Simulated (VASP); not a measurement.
Energy against volume of Cs (bcc). Level of theory: optB88-vdW, VASP's PBE PAW potentials (set 64) (plane waves; VASP 6.6.1). Run with 520 eV cut-off, 9×9×9 Γ-centred mesh, first-order Methfessel-Paxton smearing of 0.10 eV, potentials Cs_sv.

```json
[
 {"V (Å³/atom)": "95.970", "E (eV/atom)": "2.03640"},
 {"V (Å³/atom)": "99.033", "E (eV/atom)": "2.03354"},
 {"V (Å³/atom)": "102.096", "E (eV/atom)": "2.03224"},
 {"V (Å³/atom)": "105.159", "E (eV/atom)": "2.03235"}
]
```

Q: Fit these four points and predict the energy of the run at 108.222 Å³/atom.

A: A cubic in V^(−2/3), the third-order Birch-Murnaghan form, passes through the four points with V0 = 103.36 Å³/atom and B0 = 2 GPa, and gives 2.0337 eV/atom there. The run gave 2.0337 eV/atom, -0.0 meV/atom from the fit; all five points give B0 = 2 GPa.

The compound is Cs in the bcc structure. It was relaxed first, which changed the volume by -9 %.
